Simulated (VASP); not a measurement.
Level of theory: revTPSS meta-GGA, VASP's PBE PAW potentials (set 64) (plane waves; VASP).

The input files of a VASP run:

**INCAR**
```
ALGO = Normal
EDIFF = 1E-6
EDIFFG = -0.02
ENCUT = 520
IBRION = 2
ISIF = 3
ISMEAR = 0
LASPH = T
LCHARG = F
LMAXMIX = 4
LMIXTAU = T
LREAL = F
LWAVE = F
METAGGA = RTPSS
NELM = 100
NSW = 60
PREC = Accurate
SIGMA = 0.05
SYSTEM = ZnS
```

**KPOINTS**
```
Automatic mesh
0
Gamma
6 6 4
0 0 0
```

### POSCAR
```
ZnS
1.0
  1.8920628449  -3.2771489373   0.0000000000
  1.8920628449   3.2771489373   0.0000000000
  0.0000000000   0.0000000000   6.1960444575
Zn S
2 2
Cart
  1.8920628449  -1.0923851639   3.0988534089
  1.8920628449   1.0923851639   0.0008311802
  1.8920628449  -1.0923851639   5.4207077202
  1.8920628449   1.0923851639   2.3226854914
```

POTCAR, in this order: Zn S (PBE.64 set). Program: vasp_std.

### Question
Predict the energy per atom (σ→0), volume per atom, band gap (on the k-mesh).

### Answer

The energy per atom (σ→0) comes out as -1.412 eV/atom and the band gap (on the k-mesh) is 2.37 eV. The volume per atom is 19.57 Å³/atom.

File OSZICAR:
```
...
DAV:   5    -0.564482369544E+01    0.14912E-02   -0.17896E-03   924   0.637E-01    0.463E-02
DAV:   6    -0.564640832307E+01   -0.15846E-02   -0.10044E-03   956   0.594E-01    0.690E-03
DAV:   7    -0.564642534837E+01   -0.17025E-04   -0.95091E-05  1020   0.143E-01    0.847E-03
DAV:   8    -0.564642043098E+01    0.49174E-05   -0.29453E-06   850   0.245E-02    0.802E-03
DAV:   9    -0.564643514977E+01   -0.14719E-04   -0.16231E-05  1028   0.764E-02    0.186E-03
DAV:  10    -0.564643648459E+01   -0.13348E-05   -0.24238E-06   638   0.252E-02    0.172E-03
DAV:  11    -0.564643673654E+01   -0.25195E-06   -0.25291E-07   522   0.574E-03
   3 F= -.56464367E+01 E0= -.56464367E+01  d E =-.674482E-02
```

The compound is ZnS in the wurtzite structure, the high-temperature form. This run relaxes it. Symmetry was kept, so distortions that lower it aren't found. The start is the result of an earlier pass.
